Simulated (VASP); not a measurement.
## Be4TeSe3: relaxation of cell and atoms with PBE

Crystal: Be4TeSe3.

```xyz
8
Lattice="-3.3309 3.3309 3.4552 3.3309 -3.3309 3.4552 3.3309 3.3309 -3.4552" Properties=species:S:1:pos:R:3 pbc="T T T"
Be    4.7744    0.0000    0.0000
Be    1.8873    0.0000    0.0000
Be    0.0000    1.8873    0.0000
Be    0.0000    4.7744    0.0000
Te    0.0000    0.0000    0.0000
Se    0.0000    3.3309    1.7276
Se    3.3309    0.0000    1.7276
Se    0.0000    0.0000    3.4552
```

The cell was built by a generator and needn't be a form met in nature.

| Item | Value |
| --- | --- |
| Program | VASP 6.6.1 |
| Task | relaxation of cell and atoms |
| Functional | PBE |
| Potentials or basis | VASP PAW PBE potentials, release 64 (Be, Te, Se) |
| Cutoff | 520 eV |
| k mesh | 3 × 3 × 3 |
| Occupations | gaussian, width 0.15 eV |
| Spin | no spin polarisation |
| Further INCAR settings | PREC = Normal; ALGO = Fast; EDIFF = 0.0001; IBRION = 2; EDIFFG = -0.08; NSW = 24; ISIF = 3 |

```
Relaxed volume                         : 22.59 Å³/atom
Relaxed cell                           : a = 6.174 Å, b = 6.174 Å, c = 6.174 Å, α = 107.84°, β = 107.84°, γ = 112.79°
Space group after relaxing (to 0.05 Å) : I4/mmm (No. 139)
Energy gained by relaxing              : 644.0 meV/atom
Ionic steps                            : 6
Pressure after relaxing                : 0.0 GPa
Largest force after relaxing           : 0.007 eV/Å
Band gap on the k mesh                 : none (metal or under the smearing width)
```

Forces on the atoms (eV/Å):
```
Be   0.007  0.000  0.000
Be  -0.007  0.000  0.000
Be   0.000 -0.007  0.000
Be   0.000  0.007  0.000
Te   0.000  0.000  0.000
Se   0.000  0.000  0.000
Se   0.000  0.000  0.000
Se   0.000  0.000  0.000
```

Stress tensor (GPa, compression positive):
```
 0.18  0.00  0.00
 0.00  0.18  0.00
 0.00  0.00 -0.35
```

Step by step:
| step | energy change (eV) | largest force (eV/Å) | pressure (GPa) | volume (Å³) |
| --- | --- | --- | --- | --- |
| 1 | 0.0000 | 8.2233 | 16.97 | 153.34 |
| 2 | -3.7033 | 2.2719 | 0.25 | 200.63 |
| 3 | -5.1348 | 0.3285 | 0.70 | 178.89 |
| 4 | -5.1396 | 0.2470 | 0.80 | 178.32 |
| 5 | -5.1418 | 0.1468 | 0.93 | 177.64 |
| 6 | -5.1517 | 0.0068 | 0.01 | 180.70 |

Final structure:
```cif
data_structure
_symmetry_space_group_name_H-M 'P 1'
_symmetry_Int_Tables_number 1
_cell_length_a 6.1739
_cell_length_b 6.1739
_cell_length_c 6.1739
_cell_angle_alpha 107.837
_cell_angle_beta 107.837
_cell_angle_gamma 112.791
_cell_volume 180.70
loop_
_atom_site_label
_atom_site_type_symbol
_atom_site_fract_x
_atom_site_fract_y
_atom_site_fract_z
_atom_site_occupancy
Be1 Be 0.00000 0.68235 0.68235 1
Be2 Be 0.00000 0.31765 0.31765 1
Be3 Be 0.31765 0.00000 0.31765 1
Be4 Be 0.68235 0.00000 0.68235 1
Te1 Te 0.00000 0.00000 0.00000 1
Se1 Se 0.75000 0.25000 0.50000 1
Se2 Se 0.25000 0.75000 0.50000 1
Se3 Se 0.50000 0.50000 0.00000 1
```

Levels at points of the mesh, in eV from the Fermi level:
| k point | band 13 | band 14 | band 15 | band 16 | band 17 | band 18 | band 19 | band 20 |
| --- | --- | --- | --- | --- | --- | --- | --- | --- |
| (0.00, 0.00, 0.00) | -3.55 | -1.37 | -1.37 | -0.93 | 0.56 | 0.58 | 0.81 | 1.69 |

Run time: 54 s on 1 thread of Intel(R) Xeon(R) Platinum 8488C (Sapphire Rapids), on a shared host, peak memory 0.22 GiB.

Caveat: the k mesh is coarse (spacing up to 0.44 Å⁻¹), so the values aren't converged; the volume moved by over 15 % at a fixed basis, so the end points are rough. The run has no spin-orbit coupling, so splittings on Te are missing.
